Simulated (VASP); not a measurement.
Input:

```yaml
crystal:
  lattice:
    - [0.00000, 2.47278, 2.47278]
    - [2.47278, 0.00000, 2.47278]
    - [2.47278, 2.47278, 0.00000]
  atoms:
    - { symbol: Ge, position: [0.00000, 0.00000, 0.00000] }
    - { symbol: V, position: [0.50000, 0.50000, 0.50000] }
```

The numbers are results of PBEsol GGA, VASP's PBE PAW potentials (set 64) (plane waves; VASP), not measurements. Settings: 400 eV cut-off, Gaussian smearing of 0.050 eV, potentials Ge_d V_sv.

Problem. Give the energies of bands 11 to 16 at the high-symmetry points, in eV from the Fermi level.

Solution. 
```tsv
band	Γ	X	U	L	W
11	-0.78	-4.39	-4.04	-6.01	-3.68
12	-0.78	-2.21	-3.81	-2.51	-3.68
13	-0.78	0.01	-1.71	-2.51	-2.74
14	-0.31	0.01	0.02	0.51	0.87
15	-0.31	0.27	0.65	0.51	0.97
16	3.58	0.87	1.27	1.33	0.97
```

It has no gap at this level: it comes out as a metal or semimetal.

The structure was generated: VGe was put into the rocksalt type (Fm-3m), which need not be its known phase. It was relaxed first, which changed the volume by -21 %. The run is not spin-polarised, so no magnetic state was tried. The electron count is odd and the run is not spin-polarised, which forces a metal.
